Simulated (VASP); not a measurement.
```
ZnSe
1.0
    0.00000     2.79933     2.79933
    2.79933     0.00000     2.79933
    2.79933     2.79933     0.00000
Zn Se
1 1
Direct
  0.00000   0.00000   0.00000
  0.25000   0.25000   0.25000
```

These are PBE GGA, VASP's PBE PAW potentials (set 64) (plane waves; VASP 6.6.1) values and carry that method's errors. Settings: 480 eV cut-off, 8×8×8 Γ-centred mesh, Gaussian smearing of 0.050 eV, potentials Zn Se.

Estimate the energy per atom (σ→0), pressure, band gap (on the k-mesh) with the smallest direct gap where there is one.

| Item | Result |
|---|---|
| band gap (on the k-mesh) | 1.44 eV |
| smallest direct gap (on the k-mesh) | 1.44 eV |
| energy per atom (σ→0) | -288.6 kJ/mol of atoms |
| pressure | 4.99 GPa |

Only differences to runs with the same potentials and settings are physical.

The compound is ZnSe in the zinc blende structure. It was relaxed first under an external pressure of 5 GPa.
